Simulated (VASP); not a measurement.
Here is the system:

```yaml
crystal:
  lattice:
    - [1.70872, -2.95959, 0.00000]
    - [1.70872, 2.95959, 0.00000]
    - [0.00000, 0.00000, 6.36601]
  atoms:
    - { symbol: Ti, position: [0.00000, 0.00000, 0.00000] }
    - { symbol: S, position: [0.33333, 0.66667, 0.22263] }
    - { symbol: S, position: [0.66667, 0.33333, 0.77737] }
```

Level of theory: PW91 GGA, VASP's PBE PAW potentials (set 64) (plane waves; VASP). Numerical set-up: 520 eV cut-off, 9×9×5 Γ-centred mesh, first-order Methfessel-Paxton smearing of 0.10 eV, potentials Ti_sv S.

Without a dispersion term in the relaxation, distances and binding between the weakly bound layers, chains or molecules are unreliable, and so is what depends on them.

Task: What does the run give for the energy per atom (σ→0), band gap (on the k-mesh) with the smallest direct gap where there is one?

Result: 
| Item | Value |
|---|---|
| band gap (on the k-mesh) | none (metal, semimetal or under 0.01 eV) |
| energy per atom (σ→0) | -6.665 eV/atom |

Only differences to runs with the same potentials and settings are physical.

The compound is TiS2 in the 1T layered structure. It was relaxed first, which changed the volume by +12 %. The start is the result of an earlier pass.
